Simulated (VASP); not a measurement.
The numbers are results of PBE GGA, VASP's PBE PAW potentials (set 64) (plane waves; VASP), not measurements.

A VASP calculation is set up with these files.

File POSCAR:
```
KI
7.21140
  0.0000000000   0.5000000000   0.5000000000
  0.5000000000   0.0000000000   0.5000000000
  0.5000000000   0.5000000000   0.0000000000
K I
1 1
Direct
  0.0000000000   0.0000000000   0.0000000000
  0.5000000000   0.5000000000   0.5000000000
```

INCAR:
```
! general
SYSTEM  = KI
PREC    = Accurate
ENCUT   = 400   ! plane-wave cut-off (eV)
LREAL   = F
LASPH   = T   ! aspherical one-centre terms

! electronic loop
EDIFF   = 1E-6
NELM    = 100
ALGO    = Normal   ! blocked Davidson
LMAXMIX = 4   ! l cut-off of mixed one-centre charges

! smearing
ISMEAR  = -4

! functional
GGA     = PE

! ions
ISIF    = 2

! output
LWAVE   = F
LCHARG  = F
```

**KPOINTS**
```
Automatic mesh
0
Gamma
6 6 6
0 0 0
```

POTCAR, in this order: K_sv I (PBE.64 set). Program: vasp_std.

Output of the run:

### OUTCAR
```
 ion  position               nearest neighbor table
   1  0.000  0.000  0.000-   2 3.61   2 3.61   2 3.61   2 3.61   2 3.61   2 3.61
   2  0.500  0.500  0.500-   1 3.61   1 3.61   1 3.61   1 3.61   1 3.61   1 3.61
  LATTYP: Found a face centered cubic cell.
 ALAT       =     7.2114000000
 Subroutine PRICEL returns:
 Original cell was already a primitive cell.
 Subroutine GETGRP returns: Found 48 space group operations
The static configuration has the point symmetry O_h .
The dynamic configuration has the point symmetry O_h .
 Subroutine INISYM returns: Found 48 space group operations
 Subroutine IBZKPT returns following result:
 Found     16 irreducible k-points:

 Following reciprocal coordinates:
            Coordinates               Weight
  0.000000  0.000000  0.000000      1.000000
  0.166667  0.000000  0.000000      8.000000
  0.333333  0.000000  0.000000      8.000000
  0.500000  0.000000  0.000000      4.000000
  0.166667  0.166667  0.000000      6.000000
  0.333333  0.166667  0.000000     24.000000
  0.500000  0.166667  0.000000     24.000000
 -0.333333  0.166667  0.000000     24.000000
 -0.166667  0.166667  0.000000     12.000000
  0.333333  0.333333  0.000000      6.000000
  0.500000  0.333333  0.000000     24.000000
 -0.333333  0.333333  0.000000     12.000000
  0.500000  0.500000  0.000000      3.000000
  0.500000  0.333333  0.166667     24.000000
 -0.333333  0.333333  0.166667     24.000000
 -0.333333  0.500000  0.166667     12.000000
   k-points           NKPTS =     16   k-points in BZ     NKDIM =     16   number of bands    NBANDS=     12
   number of dos      NEDOS =    301   number of ions     NIONS =      2
   total plane-waves  NPLWV =  46656
   dimension x,y,z NGX =    36 NGY =   36 NGZ =   36
   dimension x,y,z NGXF=    72 NGYF=   72 NGZF=   72
   ions per type =               1   1
   PREC   = accura    normal or accurate (medium, high low for compatibility)
   ISTART =      0    job   : 0-new  1-cont  2-samecut
...
```

OSZICAR:
```
       N       E                     dE             d eps       ncg     rms          rms(c)
DAV:   1     0.792449335042E+02    0.79245E+02   -0.58393E+03   384   0.917E+02
DAV:   2    -0.552510448027E+00   -0.79797E+02   -0.76597E+02   460   0.221E+02
DAV:   3    -0.539406867437E+01   -0.48416E+01   -0.48277E+01   488   0.505E+01
DAV:   4    -0.565616542245E+01   -0.26210E+00   -0.26192E+00   724   0.108E+01
DAV:   5    -0.565735109638E+01   -0.11857E-02   -0.11857E-02   480   0.779E-01    0.275E+00
DAV:   6    -0.556419570674E+01    0.93155E-01   -0.13481E-01   464   0.219E+00    0.201E+00
DAV:   7    -0.555767012071E+01    0.65256E-02   -0.13814E-01   468   0.201E+00    0.802E-01
DAV:   8    -0.556398693506E+01   -0.63168E-02   -0.14622E-02   500   0.860E-01    0.106E-01
DAV:   9    -0.556456736092E+01   -0.58043E-03   -0.12076E-03   496   0.217E-01    0.709E-02
DAV:  10    -0.556475572462E+01   -0.18836E-03   -0.19547E-04   488   0.951E-02    0.174E-02
DAV:  11    -0.556477336776E+01   -0.17643E-04   -0.35963E-05   468   0.368E-02    0.122E-02
DAV:  12    -0.556477488474E+01   -0.15170E-05   -0.44980E-06   460   0.166E-02    0.982E-03
DAV:  13    -0.556477528094E+01   -0.39620E-06   -0.10145E-06   360   0.648E-03
   1 F= -.55647753E+01 E0= -.55647753E+01  d E =0.000000E+00
```

File OUTCAR:
```
------------------------ aborting loop because EDIFF is reached ----------------------------------------
  FORCE on cell =-STRESS in cart. coord.  units (eV):
  Direction    XX          YY          ZZ          XY          YZ          ZX
  --------------------------------------------------------------------------------------
  Total       -0.0617146     -0.0617146     -0.0617146      0.0000000      0.0000000     -0.0000000
  in kB       -1.0546297     -1.0546297     -1.0546297      0.0000000      0.0000000     -0.0000000
  external PRESSURE =      -1.0546297 kB  Pullay stress =       0.0000000 kB
  volume of cell :       93.76
      direct lattice vectors                 reciprocal lattice vectors
     0.000000000  3.605700000  3.605700000    -0.138669329  0.138669329  0.138669329
     3.605700000  0.000000000  3.605700000     0.138669329 -0.138669329  0.138669329
     3.605700000  3.605700000  0.000000000     0.138669329  0.138669329 -0.138669329
  FREE ENERGIE OF THE ION-ELECTRON SYSTEM (eV)
  ---------------------------------------------------
  free  energy   TOTEN  =        -5.5647752809 eV

  energy  without entropy=       -5.5647752809  energy(sigma->0) =       -5.56477528
```
(Selected blocks of OUTCAR.)

The compound is KI in the rock salt structure. The cell was not relaxed at this level. The run is one of a series of settings (ISMEAR = -4, SIGMA removed against the base run), some of them coarse on purpose.
